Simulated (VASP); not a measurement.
Consider the following.

```yaml
crystal:
  lattice:
    - [0.00000, 2.40238, 2.40238]
    - [2.40238, 0.00000, 2.40238]
    - [2.40238, 2.40238, 0.00000]
  atoms:
    - { symbol: Y, position: [0.00000, 0.00000, 0.00000] }
    - { symbol: N, position: [0.50000, 0.50000, 0.50000] }
```

Method: HSEsol screened hybrid, VASP's PBE PAW potentials (set 64) (plane waves; VASP). Numerical set-up: 520 eV cut-off, 8×8×8 Γ-centred mesh, Gaussian smearing of 0.050 eV, potentials Y_sv N.

Q: What does the run give for the energy per atom (σ→0), pressure, band gap (on the k-mesh) with the smallest direct gap where there is one?

A: 
The band gap (on the k-mesh) is 0.93 eV and the smallest direct gap (on the k-mesh) comes out as 1.34 eV. The energy per atom (σ→0) is -10.989 eV/atom and the pressure is 5.00 GPa.

Total energies compare only between runs with the same potentials, cut-off and functional.

The compound is YN in the rock salt structure. This cell is one point of a volume scan, at 0.94 of the reference volume. The cell's shape comes from a PBE relaxation.
